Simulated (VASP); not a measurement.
Calculation: PBEsol GGA, VASP's PBE PAW potentials (set 64) (plane waves; VASP 6.6.1).

Input for VASP

KPOINTS:
```
Automatic mesh
0
Gamma
9 9 1
0 0 0
```

File POSCAR:
```
Y(001) slab
1.0
  3.6011485743   0.0000000000   0.0000000000
 -1.8005742872   3.1186864207   0.0000000000
  0.0000000000   0.0000000000  25.6053886531
Y
4
direct
  0.6666670000   0.3333330000   0.4458620000
  0.3333330000   0.6666670000   0.3375850000
  0.6666670000   0.3333330000   0.6624150000
  0.3333330000   0.6666670000   0.5541380000
```

INCAR:
```
ALGO  =  Normal
DIPOL  =  0.5 0.5 0.5
EDIFF  =  1E-5
EDIFFG  =  -0.03
ENCUT  =  400
GGA  =  PS
IBRION  =  2
IDIPOL  =  3
ISIF  =  2
ISMEAR  =  1
LASPH  =  .TRUE.
LCHARG  =  .FALSE.
LDIPOL  =  .TRUE.
LMAXMIX  =  4
LREAL  =  .FALSE.
LWAVE  =  .TRUE.
NELM  =  100
NELMIN  =  4
NSW  =  50
PREC  =  Normal
SIGMA  =  0.1
SYSTEM  =  Y(001) slab
```

POTCAR, in this order: Y_sv (PBE.64 set). Program: vasp_std.

Task: What does the run give for the energy per atom (σ→0), band gap (on the k-mesh)?

Result: 
```json
{
  "energy per atom (σ→0)": "-6.431 eV/atom",
  "band gap (on the k-mesh)": "none (metal, semimetal or under 0.01 eV)"
}
```

### OSZICAR
```
...
DAV:   1    -0.257193353167E+02    0.35970E-02   -0.18495E+00   624   0.937E+00    0.982E-01
DAV:   2    -0.257322269910E+02   -0.12892E-01   -0.13379E-01   862   0.169E+00    0.167E+00
DAV:   3    -0.257261157016E+02    0.61113E-02   -0.57297E-02   968   0.643E-01    0.649E-01
DAV:   4    -0.257254302458E+02    0.68546E-03   -0.33420E-03   820   0.301E-01    0.198E-01
DAV:   5    -0.257253680117E+02    0.62234E-04   -0.87419E-04   926   0.113E-01    0.728E-02
DAV:   6    -0.257253674459E+02    0.56578E-06   -0.11774E-04   720   0.613E-02    0.404E-02
DAV:   7    -0.257253660058E+02    0.14401E-05   -0.29837E-05   574   0.289E-02
   3 F= -.25725366E+02 E0= -.25725262E+02  d E =-.546137E-02
```

The cell is a thin slab with vacuum, built from Y (hcp): (001) face.
